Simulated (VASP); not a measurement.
```
AlCo
1.0
    2.86000     0.00000     0.00000
    0.00000     2.86000     0.00000
    0.00000     0.00000     2.86000
Al Co
1 1
Direct
  0.50000   0.50000   0.50000
  0.00000   0.00000   0.00000
```

Method: PBE GGA, VASP's PBE PAW potentials (set 64) (plane waves; VASP). Run with 400 eV cut-off, 11×11×11 Γ-centred mesh, first-order Methfessel-Paxton smearing of 0.10 eV, potentials Al Co.

**Question.** The ions, cell shape and volume are relaxed. Which structure does the run end with?

**Answer.** 
```
AlCo
1.0
    2.84983     0.00000     0.00000
    0.00000     2.84983     0.00000
    0.00000     0.00000     2.84983
Al Co
1 1
Direct
  0.50000   0.50000   0.50000
  0.00000   0.00000   0.00000
```
Space group Pm-3m (221), at a tolerance of 0.03 Å.

**Question.** How do energy and volume change from the first to the last step?

**Answer.** The energy (σ→0) changes by -0.7 meV/atom and the volume by -1.1 %, in 3 ionic steps.

The compound is CoAl in the CsCl type structure. This run relaxes it. Symmetry was kept, so distortions that lower it aren't found. The run is not spin-polarised, so no magnetic state was tried.
